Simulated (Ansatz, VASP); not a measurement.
## TiAl3: VASP beside Ansatz

Aim: how closely do two programs agree when they are given the same cell, functional and k mesh? The cell is taken from a series of runs on this material, whose earlier steps may have relaxed, scaled, displaced or heated it; both programs get it as it stands.

Program: Ansatz 0.2.0. Level of theory: plane waves, with VASP 6.6.1 beside it; zone-centre phonons at LDA. Results are calculated unless marked as measured.

**1. Starting point**

The structure is tetragonal, space group I4/mmm (No. 139). The conventional cell has a = 3.802 Å, b = 3.802 Å, c = 8.545 Å, α = 90.00°, β = 90.00°, γ = 90.00°. Nearest to Al lie 4 Ti at 2.69 Å and 8 Al at 2.86 Å. Al has 8 Al at 2.69 to 2.86 Å and 4 Ti at 2.86 Å nearest. Ti has 12 Al at 2.69 to 2.86 Å nearest. Farther neighbours are not listed.

As a file:

```cif
data_structure
_symmetry_space_group_name_H-M 'P 1'
_symmetry_Int_Tables_number 1
_cell_length_a 5.0481
_cell_length_b 5.0481
_cell_length_c 5.0481
_cell_angle_alpha 135.752
_cell_angle_beta 135.752
_cell_angle_gamma 64.364
_cell_volume 61.77
loop_
_atom_site_label
_atom_site_type_symbol
_atom_site_fract_x
_atom_site_fract_y
_atom_site_fract_z
_atom_site_occupancy
Al1 Al 0.50000 0.50000 0.00000 1
Al2 Al 0.75000 0.25000 0.50000 1
Al3 Al 0.25000 0.75000 0.50000 1
Ti4 Ti 0.00000 0.00000 0.00000 1
```

**2. Ansatz: zone-centre phonons, LDA**

Ansatz runs on its PAW soft_1 files.

Second derivatives magnify differences that forces hide, and they need a tight electronic threshold.

The input, input.yaml:

```yaml
crystal:
  lattice:
    - [-1.9011713827, 1.9011713827, 4.2725301571]
    - [1.9011713827, -1.9011713827, 4.2725301571]
    - [1.9011713827, 1.9011713827, -4.2725301571]
  atoms:
    - { symbol: Al, position: [0.5, 0.5, 0.0] }
    - { symbol: Al, position: [0.75, 0.25, 0.5] }
    - { symbol: Al, position: [0.25, 0.75, 0.5] }
    - { symbol: Ti, position: [0.0, 0.0, 0.0] }
kpoints:
  mp_grid: { grid: [16, 16, 16] }
hamiltonian:
  xc: lda
  pseudopotentials: { kind: paw, azcp: { folder: soft_1 }, xc_functional: pbe }
scf:
  occupations: { method: methfessel_paxton, width: 0.2 }
output:
  eigenvalues: true
phonons:
  method: dfpt
```

Started as:

```
$ ansatz run input.yaml --threads 4 --pin off --max-ram 16384MiB --backend cpu --events-out ev --progress --plain --runs-dir out
```

Numbers of over 12 decimals in the logs are rounded to 6 here.

The log of the run:

```text
zone centre: on kpoints.mp_grid the ground state, and the responses unless they are solved on pairs of k-points, stand on 621 of the mesh's 4096 k-points, reduced under 4 symmetry operations, with k and −k counted as one. Each operation leaves every solved displacement unchanged or reverses it
Engine: ansatz 0.2.0, x86_64-unknown-linux-gnu
Pseudopotentials: kind: paw
Pseudopotential: Al, paw, valence charge 3, recommended cutoff 420 eV (normal), soft_1/Al.paw.azcp
Pseudopotential: Ti, paw, valence charge 12, recommended cutoff 420 eV (normal), soft_1/Ti.paw.azcp
Functional definition: SPW92
  exchange = slater_x
  correlation = pw_c
Crystal: 4 atoms, lattice volume = 61.771 Å³
Basis set: ecut = 420 eV, 1203 PW (Γ), exchange–correlation on 72×72×72 points (8 copies of the dense FFT grid, shifted against one another)
Bands: 15, of which v1, the nominal top of the filled ones, is band 11 counted from 1 (10 counted from 0)
Symmetry: 16 space group operations
k-points: 621 of 4096 (irreducible under 4 space group operations, time reversal used)
Non-local potential: Al, projectors of the file, l = 0: 2, l = 1: 2, l = 2: 1
Non-local potential: Ti, projectors of the file, l = 0: 3, l = 1: 2, l = 2: 3, l = 3: 1
PAW form: soft (Blöchl's): semilocal exchange-correlation on the pseudo side does not see the compensation charge
PAW frozen core: Al, regenerated for the run's functional, and the local potential with it (the file was generated under x = pbe(κ = 0.804, μ = 0.219515), c = pbe(β = 0.066725))
PAW frozen core: Ti, regenerated for the run's functional, and the local potential with it (the file was generated under x = pbe(κ = 0.804, μ = 0.219515), c = pbe(β = 0.066725))
PAW one-centre angular grid: Al, 110 points (default); XC on 64 Gauss nodes
PAW one-centre angular grid: Ti, 590 points (default); XC on 64 Gauss nodes
Initial density: superposition of atomic densities (chi_scale 0.1, normalization cell, long waves kept (reshape's long-wave potential 0.00 eV rms))
Initial wavefunctions: pseudopotential atomic-orbital guess
Functional: x = slater, c = lda
SCF iter   1: F=—  HF=-3990.973267 eV  |F-HF|=—  |Δ(HF+E_count)|=         —  Δρ=2.85e-2  dr2=6.35e-1  ethr=3.10e-3  ⟨swp⟩=5.1  Hψ=47355  notcnv=0
preconditioner: auto → Kerker (q_TF=auto, 2.279 Å⁻¹)  [metal: Δε(μ)=0.015 eV  Ē_g=5.570 eV  σ=0.200 eV  W_gap=0.06  n_scr=10 (ndim 8)  ℏωp=17.0 eV  f_vac=0.000  D(μ)=1.64/eV (n_scr^D=10)]
SCF iter   2: F=—  HF=-3990.748172 eV  |F-HF|=—  |Δ(HF+E_count)|=   2.25e-1  S|Δr|=    0.00e0  Δρ=1.79e-2  dr2=2.81e-1  ethr=3.02e-3  ⟨swp⟩=2.0  Hψ=16337  notcnv=0
SCF iter   3: F=—  HF=-3990.604092 eV  |F-HF|=—  |Δ(HF+E_count)|=   1.44e-1  S|Δr|=    0.00e0  Δρ=1.96e-3  dr2=2.12e-3  ethr=1.34e-3  ⟨swp⟩=2.6  Hψ=15275  notcnv=0
SCF iter   4: F=—  HF=-3990.603161 eV  |F-HF|=—  |Δ(HF+E_count)|=   9.31e-4  S|Δr|=    0.00e0  Δρ=5.46e-4  dr2=1.38e-4  ethr=1.01e-5  ⟨swp⟩=2.7  Hψ=15289  notcnv=0
SCF iter   5: F=—  HF=-3990.603103 eV  |F-HF|=—  |Δ(HF+E_count)|=   5.80e-5  S|Δr|=    0.00e0  Δρ=8.78e-5  dr2=6.66e-6  ethr=6.59e-7  ⟨swp⟩=2.0  Hψ=13102  notcnv=0
SCF iter   6: F=—  HF=-3990.603099 eV  |F-HF|=—  |Δ(HF+E_count)|=   3.52e-6  S|Δr|=    0.00e0  Δρ=1.38e-5  dr2=9.89e-8  ethr=3.17e-8  ⟨swp⟩=2.1  Hψ=11161  notcnv=0
SCF iter   7: F=—  HF=-3990.603098 eV  |F-HF|=—  |Δ(HF+E_count)|=   5.51e-7  S|Δr|=    0.00e0  Δρ=2.57e-6  dr2=3.47e-9  ethr=4.71e-10  ⟨swp⟩=2.7  Hψ=15391  notcnv=0
SCF iter   8: F=—  HF=-3990.603098 eV  |F-HF|=—  |Δ(HF+E_count)|=  9.15e-10  S|Δr|=    0.00e0  Δρ=6.00e-7  dr2=1.98e-10  ethr=1.65e-11  ⟨swp⟩=2.9  Hψ=16212  notcnv=0
SCF iter   9: F=-3990.603098 eV  HF=-3990.603098 eV  |F-HF|=1.82e-12  |Δ(HF+E_count)|=  4.46e-11  S|Δr|=    0.00e0  Δρ=9.83e-8  dr2=4.82e-12  ethr=1.00e-12  ⟨swp⟩=3.6  Hψ=38101  notcnv=0
the search or the solves at the SCF's close seem to have found levels that the self-consistency loop had missed (the run counts 5). By its estimate they hold under 1e-12 electrons; where the run keeps them, the occupations were computed again with them
SCF 1 converged in 9 iterations: F = -3990.603098 eV  dr2 = 4.82e-12
  greatest PAW one-centre occupation: 0.998 electrons in one spin orbital (limit 2), on the Ti atom at site 3 (counted from 0), in its partial waves of l = 0
DFPT response loops at Γ: preconditioner auto → Kerker (q_TF=auto, 2.279 Å⁻¹) (partly filled bands, converged f_vac=0.000); β = 1.00, the filter's whole step (`scf.mixing.beta` (0.50) is not read by the response loops under this deck's `scf.mixing.preconditioner`; to damp them name `kerker` or `kerker_dos`, under which they read `scf.mixing.beta`, and type it under 1.00, their step now; both keys bind the ground state too); Broyden in place of MSR1
SCF converged after 9 iterations
Stability not checked: this state was not tested for a lower state beside it, because cold or Methfessel-Paxton smearing, or corrected tetrahedra, fill the levels in a way that the test cannot read (fill_not_monotonic; see scf.lower_state_search)
Free energy (F): -3990.603098 eV
Harris-Foulkes:  -3990.603098 eV  (|F-HF|=1.82e-12)
Internal energy: -3990.604245 eV  (E = F + TS)
E sigma→0 (E₀):  -3990.603385 eV
Entropy (-TS):   0.001146 eV (0.287 meV/atom)
Fermi energy:    9.563468 eV
Step filling:    the computed levels leave a gap of 0.0000 eV = 0.0 smearing widths at the electron count; against every level under it full and every level over it empty, smearing changes F+E_penalty+E_count by +0.314 meV and its σ→0 estimate by +0.027 meV
--- Per-component energies (eV) ---
  E_band       = -149.761468
  E_kinetic    = 352.019441
  E_local      = -1246.859647  (includes V_loc(G=0)·N_el)
  E_nonlocal   = 98.659885
  E_hartree    = 534.488057
  E_xc         = -229.089622
  E_vxc        = -235.733834  (∫ρ·V_xc dr)
  E_paw        = -2330.303082  (= ΣΔE_a)
  E_vpaw       = -186.823376  (= ΣTr[D̂ρ^β])
  E_aug_tail   = -0.000093  (compensation charges beyond the density's cutoff)
  E_ewald      = -1170.012284
  E_core_change = 0.493100  (= ΣΔE_core)
  E_smearing   = 0.001146  (= −TS)
  E_closure    = 0.000000  (closes the sum)
  Σ components = -3990.603098   (vs F -3990.603098, Δ=0.00e0)
--- Band table (eV; the first three rows and the last of 621) ---
  k-point 0: bands = [... 7 lower, 8.1350, 8.3449, 8.3449, 10.4137, 11.3888, 11.3888, 11.8738, 12.0562]
  k-point 1: bands = [... 7 lower, 8.0518, 8.0873, 8.3502, 10.0386, 11.4719, 11.5024, 11.7140, 12.2930]
  k-point 2: bands = [... 7 lower, 7.5120, 7.8458, 8.3572, 9.2738, 11.5219, 11.6490, 11.6511, 12.6334]
  k-point 620: bands = [... 7 lower, 8.7032, 8.7032, 9.3313, 10.2679, 10.2679, 10.5330, 12.6800, 14.3630]
--- Phonons (Γ-DFPT): 6 representative perturbations + reference, on 621 of 4096 k-points (Σ response iterations 18) ---
  k mesh reduced under 4 symmetry operations, with k and −k counted as one. Each operation leaves every solved displacement unchanged or reverses it
  ASR residual: 5.174e-5 → 0.000e0 eV/Å²; symmetrization residual: 3.934e-6 eV/Å²
  ASR residual per site (eV/Å²): 1.74e-5 9.49e-6 9.49e-6 5.17e-5
  Γ frequencies (cm⁻¹): 0.00 0.00 0.00 199.21 221.85 221.85 252.63 320.16 336.78 336.78 345.45 345.45
  non-analytic LO–TO correction: not included (Born effective charges unavailable; polar crystals: no LO–TO splitting at Γ)
```

[end of part 1 of 3]

[Lines on the potential files, build, host, timing and source positions are cut from VASP's logs without a mark.]

[Logs are printed without paths, hosts, clocks, repeated set-up lines and the standing remarks that a program may print on its own settings, such as how far it seeks lower states.]

[Hosts, paths, dates, database ids (printed as entryN), source tags and the programs' standing remarks are cut or masked in the printed files.]
